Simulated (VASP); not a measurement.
ZnBr3:

```
Zn Br
1.0
     4.49154    0.00000    0.00000
     0.00000    4.49154    0.00000
     0.00000    0.00000    6.53806
Zn Br
1 3
Cartesian
  0.0000 0.0000 0.0000
  0.0000 0.0000 1.7818
  0.0000 0.0000 4.7563
  2.2458 2.2458 3.2690
```

The cell was built by a generator and needn't be a form met in nature.

The cell isn't the ideal one: random cell by space group and Wyckoff sites (P4/mmm, No. 123).

| Item | Value |
| --- | --- |
| Program | VASP 6.6.1 |
| Task | relaxation of cell and atoms |
| Functional | PBE |
| Potentials or basis | VASP PAW PBE potentials, release 64 (Zn, Br) |
| Cutoff | 600 eV |
| k mesh | 4 × 4 × 4 |
| Occupations | gaussian, width 0.1 eV |
| Spin | no spin polarisation |

At the start: pressure 27.0 GPa; volume 32.97 Å³/atom.

How do energy, volume and symmetry change on relaxing?

Over 23 steps the energy falls by 1385.6 meV/atom and the volume is 46.73 Å³/atom (+41.7 %); space group P4/mmm (No. 123, to 0.05 Å).

Step by step:
| step | energy change (eV) | largest force (eV/Å) | pressure (GPa) | volume (Å³) |
| --- | --- | --- | --- | --- |
| 1 | 0.0000 | 16.1238 | 26.95 | 131.90 |
| 2 | -0.4194 | 0.4709 | -0.10 | 240.47 |
| 3 | -2.0317 | 1.3950 | -1.14 | 237.05 |
| 4 | -2.0533 | 1.3383 | -1.09 | 233.22 |
| 5 | -2.4748 | 0.1588 | -1.17 | 194.94 |
| 6 | -3.6226 | 2.5244 | -0.80 | 163.19 |
| 7 | -4.5192 | 3.5278 | 1.81 | 147.49 |
| 8 | -4.5254 | 2.4554 | 5.65 | 139.68 |
| 9 | -4.5904 | 3.2699 | 3.15 | 144.17 |
| 10 | -4.5958 | 3.1696 | 3.51 | 143.40 |
| 11 | -5.2283 | 1.6735 | -0.40 | 159.02 |
| 12 | -5.2564 | 1.6040 | -0.76 | 161.83 |
| 13 | -5.2786 | 1.5362 | -1.33 | 167.52 |
| 14 | -5.4788 | 0.4383 | 1.35 | 166.07 |
| 15 | -5.4981 | 0.1339 | 0.62 | 166.40 |
| 16 | -5.4981 | 0.0951 | 0.67 | 166.37 |
| 17 | -5.5145 | 0.0490 | 0.50 | 169.88 |
| 18 | -5.5371 | 0.0349 | 0.25 | 178.84 |
| 19 | -5.5349 | 0.1659 | 0.06 | 197.68 |
| 20 | -5.5410 | 0.1306 | 0.12 | 189.69 |
| 21 | -5.5416 | 0.1142 | 0.14 | 186.62 |
| 22 | -5.5359 | 0.2798 | -0.36 | 187.81 |
| 23 | -5.5425 | 0.0047 | 0.01 | 186.94 |

Final structure:
```
Zn Br
1.0
     4.80780    0.00000    0.00000
     0.00000    4.80780    0.00000
     0.00000    0.00000    8.08728
Zn Br
1 3
Direct
  0.00000 0.00000 0.00000
  0.00000 0.00000 0.27370
  0.00000 0.00000 0.72630
  0.50000 0.50000 0.50000
```

Caveat: the volume moved by over 15 % at a fixed basis, so the end points are rough; an odd number of electrons without spin polarisation forces a metal; a magnetic or distorted state may lie lower.
